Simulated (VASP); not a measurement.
AlN: relaxation of cell and atoms with PBE

AlN:

```xyz
4
Lattice="3.1286 0.0000 0.0000 -1.5643 2.7094 0.0000 0.0000 0.0000 5.0165" Properties=species:S:1:pos:R:3 pbc="T T T"
Al    0.0000    1.8063    5.0127
Al    1.5643    0.9031    2.5045
N     0.0000    1.8063    1.9100
N     1.5643    0.9031    4.4182
```

```
Program                : VASP 6.6.1
Task                   : relaxation of cell and atoms
Functional             : PBE
Potentials or basis    : VASP PAW PBE potentials, release 64 (Al, N)
Cutoff                 : 520 eV
k mesh                 : 18 × 18 × 10
Occupations            : gaussian, width 0.02 eV
Spin                   : no spin polarisation
Further INCAR settings : ALGO = Normal; EDIFF = 1e-07; IBRION = 2; EDIFFG = -0.002; NSW = 80; ISIF = 3
```

```
Pressure after relaxing : 0.0 GPa
Band gap on the k mesh  : 4.06 eV, direct
```

Final structure:
```yaml
crystal:
  lattice:
    - [3.12857, 0.00000, 0.00000]
    - [-1.56429, 2.70942, 0.00000]
    - [0.00000, 0.00000, 5.01646]
  atoms:
    - { symbol: Al, position: [0.33333, 0.66667, 0.99926] }
    - { symbol: Al, position: [0.66667, 0.33333, 0.49926] }
    - { symbol: N, position: [0.33333, 0.66667, 0.38074] }
    - { symbol: N, position: [0.66667, 0.33333, 0.88074] }
```

Levels at points of the mesh, in eV from the valence-band top:
```tsv
k point	band 6	band 7	band 8	band 9	band 10	band 11
(0.00, 0.00, 0.00)	-0.20	-0.20	0.00	4.06	6.52	10.47
(0.50, 0.00, 0.00)	-2.05	-1.74	-0.68	5.76	5.77	8.04
(0.00, 0.00, 0.50)	-0.53	-0.53	-0.53	6.32	6.32	10.18
(0.50, 0.00, 0.50)	-1.44	-1.35	-1.35	5.25	5.25	9.15
```

Wall time 32 s on 1 thread of Intel(R) Xeon(R) 6975P-C (Granite Rapids) (shared host), peak memory 0.23 GiB.

Caveat: the relaxation stopped at its first step, so nothing moved. A k mesh can miss the band edges.
